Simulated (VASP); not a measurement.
VASP runs on ReS (a trial cell in the rocksalt structure, space group Fm-3m) share one base input (PBE GGA, plane waves, VASP's PBE PAW potentials (set 64)) and change the settings named in each case.

File POSCAR:
```
ReS
1.0
  0.0000000000   2.4911560000   2.4911560000
  2.4911560000   0.0000000000   2.4911560000
  2.4911560000   2.4911560000   0.0000000000
S Re
1 1
Cartesian
  0.0000000000   0.0000000000   0.0000000000
  2.4911560000   2.4911560000   2.4911560000
```

**KPOINTS**
```
Automatic mesh
0
Gamma
8 8 8
0 0 0
```

INCAR:
```
ALGO  =  Normal
EDIFF  =  1E-6
ENCUT  =  400
GGA  =  PE
ISIF  =  2
ISMEAR  =  0
LASPH  =  .TRUE.
LCHARG  =  .FALSE.
LMAXMIX  =  6
LREAL  =  .FALSE.
LWAVE  =  .FALSE.
NELM  =  100
PREC  =  Accurate
SIGMA  =  0.05
SYSTEM  =  ReS
```

POTCAR, in this order: S Re (PBE.64 set). Program: vasp_std.

```tsv
change	E(σ→0) (eV/atom)	pressure (GPa)	−TS (eV)	irreducible k-points
base run	-7.2379	-5.69	-0.0076	29
KGAMMA = .TRUE., KSPACING = 0.6, KPOINTS file removed	-7.1554	-3.88	-0.0146	8
KGAMMA = .TRUE., KSPACING = 0.3, KPOINTS file removed	-7.2379	-5.69	-0.0076	29
KGAMMA = .TRUE., KSPACING = 0.8, KPOINTS file removed	-7.4549	-11.66	-0.0090	4
KGAMMA = .TRUE., KSPACING = 0.25, KPOINTS file removed	…	…	…	35
KGAMMA = .TRUE., KSPACING = 0.4, KPOINTS file removed	…	…	…	16
```

Q: What belongs in the gaps?

A: 
- KGAMMA = .TRUE., KSPACING = 0.25, KPOINTS file removed, E(σ→0) (eV/atom): -7.2315
- KGAMMA = .TRUE., KSPACING = 0.25, KPOINTS file removed, pressure (GPa): -5.49
- KGAMMA = .TRUE., KSPACING = 0.25, KPOINTS file removed, −TS (eV): -0.0062
- KGAMMA = .TRUE., KSPACING = 0.4, KPOINTS file removed, E(σ→0) (eV/atom): -7.2412
- KGAMMA = .TRUE., KSPACING = 0.4, KPOINTS file removed, pressure (GPa): -5.67
- KGAMMA = .TRUE., KSPACING = 0.4, KPOINTS file removed, −TS (eV): -0.0050

Unless said otherwise, spin-orbit coupling is left out, though it shifts the bands of the heavy elements here.

Left out are runs that ran out of time, are held back, or changed the cell or the kind of run, fixed moments of cells without a moment, rows past the twelfth, gaps on odd meshes, pressures of charged cells and columns that move by less than the noise.

The structure was generated: ReS was put into the rocksalt type (Fm-3m), which need not be its known phase. The cell was not relaxed at this level. The electron count is odd and the run is not spin-polarised, which forces a metal.
